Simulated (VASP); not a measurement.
Calculation: LDA (Ceperley-Alder, Perdew-Zunger), VASP's LDA PAW potentials (set 64) (plane waves; VASP).

VASP ran on this input.

**KPOINTS**
```
Automatic mesh
0
Gamma
10 10 10
0 0 0
```

INCAR:
```
ALGO=Normal
EDIFF=1E-7
EDIFFG=-0.01
ENCUT=520
IBRION=2
ISIF=4
ISMEAR=1
LASPH=.True.
LCHARG=.False.
LMAXMIX=4
LREAL=.False.
LWAVE=.False.
NELM=100
NSW=30
PREC=Accurate
SIGMA=0.1
SYSTEM=Bi
```

**POSCAR**
```
Bi
1
    4.0047273705    -2.2250532190    -0.0231353489
    4.0047273705     2.2250532190    -0.0231353489
    2.7896008773     0.0000000000     3.6341939073
Bi
2
Direct
  0.2372456506   0.2372456506   0.2372456506
  0.7627543494   0.7627543494   0.7627543494
```

POTCAR, in this order: Bi_d (LDA.64 set). Program: vasp_std.

Unless said otherwise, spin-orbit coupling is left out, though it shifts the bands of the heavy elements here.

What does the run give for the energy per atom (σ→0), band gap (on the k-mesh)?

| Item | Result |
|---|---|
| energy per atom (σ→0) | -4.560 eV/atom |
| band gap (on the k-mesh) | none (metal, semimetal or under 0.01 eV) |

File OSZICAR:
```
...
       N       E                     dE             d eps       ncg     rms          rms(c)
DAV:   1    -0.912031691820E+01   -0.64549E-03   -0.28826E-02  4766   0.140E+00    0.125E-01
DAV:   2    -0.911997319650E+01    0.34372E-03   -0.12314E-03  6336   0.607E-01    0.801E-02
DAV:   3    -0.911973082582E+01    0.24237E-03   -0.39718E-04  5703   0.459E-01    0.824E-03
DAV:   4    -0.911974259633E+01   -0.11771E-04   -0.14642E-04  4723   0.162E-01    0.433E-03
DAV:   5    -0.911974276062E+01   -0.16430E-06   -0.48396E-06  5579   0.237E-02    0.184E-03
DAV:   6    -0.911974270147E+01    0.59158E-07   -0.24716E-07  3642   0.112E-02
   5 F= -.91197427E+01 E0= -.91198215E+01  d E =-.712787E-04
```

The compound is Bi in the a7 structure. This cell is one point of a volume scan, at 0.97 of the reference volume. Symmetry was kept, so distortions that lower it aren't found.
